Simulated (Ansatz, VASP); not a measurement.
# TiAl: VASP beside Ansatz

Wanted: the spread between two codes on one cell, functional and k mesh. The cell is taken from a series of runs on this material, whose earlier steps may have relaxed, scaled, displaced or heated it; both programs get it as it stands.

Calculated with Ansatz 0.2.0; plane waves, with VASP 6.6.1 beside it; single point at PBEsol.

### Step 1. The starting structure

Symmetry: P-6m2, No. 187, hexagonal system. The conventional cell has a = 2.867 Å, b = 2.867 Å, c = 4.678 Å, α = 90.00°, β = 90.00°, γ = 120.00°. Ti has 6 Al at 2.87 Å and 6 Ti at 2.87 Å nearest. Nearest to Al lie 6 Ti at 2.87 Å and 6 Al at 2.87 Å. Farther neighbours are not listed.

Structure file:

```cif
data_structure
_symmetry_space_group_name_H-M 'P-6m2'
_symmetry_Int_Tables_number 187
_cell_length_a 2.8673
_cell_length_b 2.8673
_cell_length_c 4.6781
_cell_angle_alpha 90.000
_cell_angle_beta 90.000
_cell_angle_gamma 120.000
_cell_volume 33.31
loop_
_atom_site_label
_atom_site_type_symbol
_atom_site_symmetry_multiplicity
_atom_site_Wyckoff_symbol
_atom_site_fract_x
_atom_site_fract_y
_atom_site_fract_z
_atom_site_occupancy
Ti1 Ti 1 a 0.00000 0.00000 0.00000 1
Al1 Al 1 d 0.33333 0.66667 0.50000 1
```

### Step 2. Ansatz: single point, PBEsol

Ansatz runs on its default PAW (the set named soft_2) files.

A single point gives forces, pressure and levels at one fixed geometry, so differences don't come from the geometry; what else differs is listed under the comparison.

File input.yaml:

```yaml
crystal:
  lattice:
    - [2.8672622327, 0.0, 0.0]
    - [-1.4336311163, 2.4831219328, 0.0]
    - [0.0, 0.0, 4.678083]
  atoms:
    - { symbol: Ti, position: [0.0, 0.0, 0.0] }
    - { symbol: Al, position: [0.33333333, 0.66666667, 0.5] }
kpoints:
  mp_grid: { grid: [9, 9, 4] }
hamiltonian:
  xc: pbesol
scf:
  occupations: { method: gaussian, width: 0.1 }
output:
  forces: true
  stress: true
  eigenvalues: true
```

Run with:

```bash
> ansatz run input.yaml --threads 4 --pin off --max-ram 7168MiB --backend cpu --events-out ev --progress --plain --runs-dir out
```

Numbers of over 12 decimals in the logs are rounded to 6 here.

Output:

```text
Engine: ansatz 0.2.0, aarch64-unknown-linux-gnu
Pseudopotentials: kind: paw
Pseudopotential: Ti, paw, valence charge 12, recommended cutoff 420 eV (normal), Ti.paw.azcp
Pseudopotential: Al, paw, valence charge 3, recommended cutoff 420 eV (normal), Al.paw.azcp
Functional definition: PBEsol
  exchange = pbesol_x
  correlation = pbesol_c
Crystal: 2 atoms, lattice volume = 33.307 Å³
Basis set: ecut = 420 eV, 663 PW (Γ), exchange–correlation on 40×40×64 points (8 copies of the dense FFT grid, shifted against one another)
Bands: 12, of which v1, the nominal top of the filled ones, is band 8 counted from 1 (7 counted from 0)
Symmetry: 12 space group operations
Space group: P-6m2 (ITA 187), of the structure as read, at distance tolerance 3.2e-5 Å
k-points: 36 of 324 (time reversal used)
Non-local potential: Ti, projectors of the file, l = 0: 3, l = 1: 2, l = 2: 3, l = 3: 1
Non-local potential: Al, projectors of the file, l = 0: 2, l = 1: 2, l = 2: 1
PAW form: soft (Blöchl's): semilocal exchange-correlation on the pseudo side does not see the compensation charge
PAW frozen core: Ti, regenerated for the run's functional, and the local potential with it (the file was generated under x = pbe(κ = 0.804, μ = 0.219515), c = pbe(β = 0.066725))
PAW frozen core: Al, regenerated for the run's functional, and the local potential with it (the file was generated under x = pbe(κ = 0.804, μ = 0.219515), c = pbe(β = 0.066725))
PAW one-centre angular grid: Ti, 590 points (default); XC on 64 Gauss nodes
PAW one-centre angular grid: Al, 110 points (default); XC on 64 Gauss nodes
Initial density: superposition of atomic densities (neutral atoms: chi_scale 0, normalization atom), corrected by the library's trained network
Initial wavefunctions: pseudopotential atomic-orbital guess
Functional: x = pbesol(κ = 0.804, μ = 0.123457), c = pbesol(β = 0.046)
SCF iter   1: F=—  HF=-2998.959025 eV  |F-HF|=—  |Δ(HF+E_count)|=         —  Δρ=8.72e-3  dr2=2.88e-2  ethr=1.77e-3  ⟨swp⟩=5.1  Hψ=2229  notcnv=0
preconditioner: auto → none  [metal: Δε(μ)=0.019 eV  Ē_g=5.145 eV  σ=0.100 eV  W_gap=0.11  n_scr=2 (ndim 8)  ℏωp=17.0 eV  f_vac=0.000  D(μ)=2.50/eV (n_scr^D=22)  sad-step TF]
SCF iter   2: F=—  HF=-2998.954135 eV  |F-HF|=—  |Δ(HF+E_count)|=   4.89e-3  Δρ=4.74e-3  dr2=1.04e-2  ethr=1.92e-4  ⟨swp⟩=1.9  Hψ=819  notcnv=0  defer=1
SCF iter   3: F=—  HF=-2998.952088 eV  |F-HF|=—  |Δ(HF+E_count)|=   2.05e-3  Δρ=6.30e-4  dr2=3.20e-4  ethr=6.91e-5  ⟨swp⟩=2.1  Hψ=511  notcnv=0  defer=1
SCF iter   4: F=—  HF=-2998.952019 eV  |F-HF|=—  |Δ(HF+E_count)|=   6.84e-5  Δρ=2.13e-4  dr2=1.15e-5  ethr=2.13e-6  ⟨swp⟩=2.2  Hψ=580  notcnv=0  defer=1
SCF iter   5: F=—  HF=-2998.951987 eV  |F-HF|=—  |Δ(HF+E_count)|=   3.25e-5  Δρ=3.80e-5  dr2=4.37e-7  ethr=7.67e-8  ⟨swp⟩=2.8  Hψ=701  notcnv=0  defer=1
SCF iter   6: F=-2998.951987 eV  HF=-2998.951987 eV  |F-HF|=2.77e-9  |Δ(HF+E_count)|=   2.40e-8  Δρ=6.38e-6  dr2=6.02e-9  ethr=6.67e-10  ⟨swp⟩=5.7  Hψ=1899  notcnv=0
SCF 1 converged in 6 iterations: F = -2998.951987 eV  dr2 = 6.02e-9
  greatest PAW one-centre occupation: 0.999 electrons in one spin orbital (limit 2), on the Ti atom at site 0 (counted from 0), in its partial waves of l = 0
SCF converged after 6 iterations
Free energy (F): -2998.951987 eV
Harris-Foulkes:  -2998.951987 eV  (|F-HF|=2.77e-9)
Internal energy: -2998.938640 eV  (E = F + TS)
E sigma→0 (E₀):  -2998.945313 eV
Entropy (-TS):   -0.013347 eV (-6.673 meV/atom)
Fermi energy:    10.389799 eV
--- Per-component energies (eV) ---
  E_band       = -169.807579
  E_kinetic    = 295.129757
  E_local      = -1157.319800  (includes V_loc(G=0)·N_el)
  E_nonlocal   = 19.866124
  E_hartree    = 498.707172
  E_xc         = -136.202219
  E_vxc        = -150.781870  (∫ρ·V_xc dr)
  E_paw        = -1477.294808  (= ΣΔE_a)
  E_vpaw       = -174.116191  (= ΣTr[D̂ρ^β])
  E_aug_tail   = 0.000105  (compensation charges beyond the density's cutoff)
  E_ewald      = -1041.983494
  E_core_change = 0.158523  (= ΣΔE_core)
  E_smearing   = -0.013347  (= −TS)
  E_closure    = -0.000000  (closes the sum)
  Σ components = -2998.951987   (vs F -2998.951987, Δ=0.00e0)
--- Forces (eV/Å), atoms counted from 1 ---
  atom   1  Ti    -0.00000000     0.00000000     0.00000000
  atom   2  Al     0.00000000     0.00000000    -0.00000000
  max |Σ_I F_I| component: 7.05e-17 eV/Å
--- Stress (GPa, compression-positive) ---
       -2.570231      -0.000000       0.000000
       -0.000000      -2.570231       0.000000
        0.000000       0.000000      -3.386761
  P = ⅓ Tr σ = -2.8424 GPa (-28.424 kbar)
--- Band table (eV; the first three rows and the last of 36) ---
  k-point 0: bands = [... 4 lower, 1.4344, 8.0713, 8.5332, 11.6615, 11.6615, 13.1380, 13.1380, 14.2608]
  k-point 1: bands = [... 4 lower, 1.7984, 6.2813, 9.6055, 11.6679, 11.6679, 13.0999, 13.0999, 15.4541]
  k-point 2: bands = [... 4 lower, 2.3256, 5.1028, 9.9330, 11.6743, 11.6743, 13.0626, 13.0626, 17.1134]
  k-point 35: bands = [... 4 lower, 8.3698, 8.4167, 9.6638, 9.7571, 10.3801, 11.6051, 13.6285, 14.7960]
```

Reading the cycles: dr2 is the Hartree energy of the density residual (eV), the measure of convergence; HF is the Harris–Foulkes estimate of the energy, which meets the free energy F at convergence.

The run ends at a pressure of -2.84 GPa.

### Step 3. VASP: single point, PBEsol

The same cell, functional, mesh and smearing now go to VASP, with its own data sets.

Lines of VASP's logs that name or quote its potential files are left out, and so is its time.

File INCAR:

```
SYSTEM = TiAl
PREC = Accurate
ENCUT = 500
EDIFF = 1E-06
NELM = 120
ISMEAR = 0
SIGMA = 0.1
LREAL = .FALSE.
ALGO = Normal
GGA = PS
NBANDS = 13
LASPH = .TRUE.
LORBIT = 11
LWAVE = .FALSE.
LCHARG = .FALSE.
ISIF = 2
GGA_COMPAT = .FALSE.
```

File POSCAR:

```
TiAl
1.0
    2.8672622327      0.0000000000      0.0000000000
   -1.4336311163      2.4831219328      0.0000000000
    0.0000000000      0.0000000000      4.6780830000
Ti Al
1 1
Direct
    0.0000000000      0.0000000000      0.0000000000
    0.3333333333      0.6666666667      0.5000000000
```

File KPOINTS:

```
Automatic mesh
0
Gamma
9 9 4
0 0 0
```

The projector-augmented-wave data sets are Ti_sv and Al (PBE family, release 64).

Run with:

```bash
> mpirun -np 1 vasp_std
```

Output:

```text
[banner, memory and clock lines left out]
running    1 mpi-ranks, on    1 nodes
 distrk:  each k-point on    1 cores,    1 groups
 distr:  one band on    1 cores,    1 groups

 POSCAR found type information on POSCAR TiAl
 POSCAR found :  2 types and       2 ions
|                                                                             |
|               ----> ADVICE to this user running VASP <----                  |
|                                                                             |
|     You enforced a specific xc type in the INCAR file but a different       |
|     [... a line on the potential file left out ...]
|     I HOPE YOU KNOW WHAT YOU ARE DOING!                                     |
|                                                                             |

 LDA part: xc-table for (Slater+PW92), standard interpolation
 POSCAR, INCAR and KPOINTS ok, starting setup
 FFT: planning ... GRIDC
 FFT: planning ... GRID_SOFT
 FFT: planning ... GRID
 WAVECAR not read
 entering main loop
       N       E                     dE             d eps       ncg     rms          rms(c)
DAV:   1     0.951197332284E+02    0.95120E+02   -0.69549E+03   936   0.111E+03
DAV:   2    -0.856872154441E+01   -0.10369E+03   -0.99992E+02   951   0.307E+02
DAV:   3    -0.143751039594E+02   -0.58064E+01   -0.55970E+01  1435   0.696E+01
DAV:   4    -0.145481408201E+02   -0.17304E+00   -0.17286E+00  1123   0.106E+01
DAV:   5    -0.145559537437E+02   -0.78129E-02   -0.78119E-02  1450   0.210E+00    0.952E+00
DAV:   6    -0.132509023076E+02    0.13051E+01   -0.74707E+00  1089   0.330E+01    0.363E+00
DAV:   7    -0.129686009449E+02    0.28230E+00   -0.87304E-01  1046   0.104E+01    0.197E+00
DAV:   8    -0.129383805194E+02    0.30220E-01   -0.18931E-01  1086   0.458E+00    0.703E-01
DAV:   9    -0.129381146606E+02    0.26586E-03   -0.44561E-02  1051   0.289E+00    0.430E-01
DAV:  10    -0.129359405133E+02    0.21741E-02   -0.74648E-03  1021   0.104E+00    0.863E-02
DAV:  11    -0.129359833644E+02   -0.42851E-04   -0.72701E-04  1309   0.253E-01    0.344E-02
DAV:  12    -0.129359841600E+02   -0.79553E-06   -0.27833E-05  1019   0.503E-02    0.172E-02
DAV:  13    -0.129359820880E+02    0.20719E-05   -0.22945E-06  1106   0.156E-02    0.666E-03
DAV:  14    -0.129359822181E+02   -0.13009E-06   -0.67837E-07   693   0.841E-03
   1 F= -.12935982E+02 E0= -.12929283E+02  d E =-.133977E-01
```

From OUTCAR (step 3):

```text
ion  position               nearest neighbor table
   1  0.000  0.000  0.000-   2 2.87   2 2.87   2 2.87   2 2.87   2 2.87   2 2.87
   2  0.333  0.667  0.500-   1 2.87   1 2.87   1 2.87   1 2.87   1 2.87   1 2.87

  LATTYP: Found a hexagonal cell.
 ALAT       =     2.8672622327
 C/A-ratio  =     1.6315504549

 Subroutine GETGRP returns: Found 12 space group operations
 (whereof 12 operations were pure point group operations)

The static configuration has the point symmetry D_3h.

 Found     36 irreducible k-points:

   k-points           NKPTS =     36   k-points in BZ     NKDIM =     36   number of bands    NBANDS=     13

   dimension x,y,z NGX =    24 NGY =   24 NGZ =   36
   dimension x,y,z NGXF=    48 NGYF=   48 NGZF=   72

   ENCUT  =  500.0 eV  36.75 Ry    6.06 a.u.   5.23  5.23  8.53*2*pi/ulx,y,z

   NELECT =      15.0000    total number of electrons

 k-points in reciprocal lattice and weights: Automatic mesh
   0.00000000  0.00000000  0.00000000       0.003
   0.11111111 -0.00000000  0.00000000       0.019
   0.22222222 -0.00000000  0.00000000       0.019
   0.33333333 -0.00000000  0.00000000       0.019
   0.44444444 -0.00000000  0.00000000       0.019
   0.11111111  0.11111111  0.00000000       0.019
   0.22222222  0.11111111  0.00000000       0.037
   0.33333333  0.11111111  0.00000000       0.037
   0.44444444  0.11111111  0.00000000       0.019
[...]
0.33333333  0.22222222  0.50000000       0.037
   0.33333333  0.33333333  0.50000000       0.006

 average (electrostatic) potential at core
       1 -72.4560       2 -71.5901

 E-fermi :   7.8027

 k-point     1 :       0.0000    0.0000    0.0000
  band No.  band energies     occupation
    ...
      3     -24.5016      2.00000
      4     -24.5016      2.00000
      5      -1.1570      2.00000
      6       5.4816      2.00000
      7       5.9466      2.00000
      8       9.0706      0.00000
      9       9.0706      0.00000
     10      10.5395      0.00000
     11      10.5395      0.00000
     12      11.6638      0.00000
    ...

 k-point     2 :       0.1111   -0.0000    0.0000
  band No.  band energies     occupation
    ...
      3     -24.5717      2.00000
      4     -24.5174      2.00000
      5      -0.8509      2.00000
      6       5.8090      2.00000
      7       5.9845      2.00000
      8       8.7911      0.00000
      9       9.3184      0.00000
     10      10.4565      0.00000
     11      10.6072      0.00000
     12      11.7323      0.00000
    ...

 k-point     3 :       0.2222   -0.0000    0.0000
  band No.  band energies     occupation
    ...
      3     -24.7466      2.00000
      4     -24.5573      2.00000
      5       0.0481      2.00000
      6       6.0773      2.00000
      7       6.5681      2.00000
      8       8.2243      0.00000
      9      10.0001      0.00000
     10      10.2525      0.00000
     11      10.8478      0.00000
     12      11.8586      0.00000
    ...

  Total       -0.5429587     -0.5429587     -0.6910841     -0.0000000     -0.0000000     -0.0000000
  in kB      -26.1182455    -26.1182455    -33.2436031     -0.0000000     -0.0000000     -0.0000000
  external PRESSURE =     -28.4933647 kB  Pullay stress =       0.0000000 kB

  energy-cutoff  :      500.00
  volume of cell :       33.31
      direct lattice vectors                 reciprocal lattice vectors
     2.867262233  0.000000000  0.000000000     0.348764751  0.201359423  0.000000000
    -1.433631116  2.483121933  0.000000000     0.000000000  0.402718846  0.000000000
     0.000000000  0.000000000  4.678083000     0.000000000  0.000000000  0.213762774

 POSITION                                       TOTAL-FORCE (eV/Angst)
 -----------------------------------------------------------------------------------
      0.00000      0.00000      0.00000         0.000000      0.000000      0.000000
     -0.00000      1.65541      2.33904        -0.000000      0.000000      0.000000
 -----------------------------------------------------------------------------------
    total drift:                                0.000000     -0.000000      0.000000

  FREE ENERGIE OF THE ION-ELECTRON SYSTEM (eV)
  ---------------------------------------------------
  free  energy   TOTEN  =       -12.9359822181 eV

  energy  without entropy=      -12.9225844917  energy(sigma->0) =      -12.92928335

 total charge
# of ion       s       p       d       tot
------------------------------------------
    1        2.220   6.134   1.902  10.256
    2        0.427   0.373   0.000   0.800
--------------------------------------------------
tot          2.646   6.507   1.902  11.056

[... 3 further parts left out ...]
```

The run ends at a pressure of -2.85 GPa.

### Step 4. Comparison

Known differences besides the potentials themselves: the cutoff is 420 eV in Ansatz and 500 eV in VASP; Ansatz makes its cores anew for this functional, VASP keeps those of its PBE data sets. Total energies have different zeros and are not compared.

Both answers:

| quantity | Ansatz | VASP | difference |
| --- | --- | --- | --- |
| pressure (GPa) | -2.84 | -2.85 | +0.01 |

### Step 5. Outcome

- difference in pressure (single point, PBEsol): 0.0069 GPa

In words: The difference in pressure is 0.0069 GPa (single point, PBEsol), within the 1 GPa picked in this series as the mark of a large difference. How closely two codes agree says nothing of how well the functional describes the real material.

[Lines on the potential files, build, host, timing and source positions are cut from VASP's logs without a mark.]

[Logs are printed without paths, hosts, clocks, repeated set-up lines and the standing remarks that a program may print on its own settings, such as how far it seeks lower states.]

[Hosts, paths, dates, database ids (printed as entryN), source tags and the programs' standing remarks are cut or masked in the printed files.]
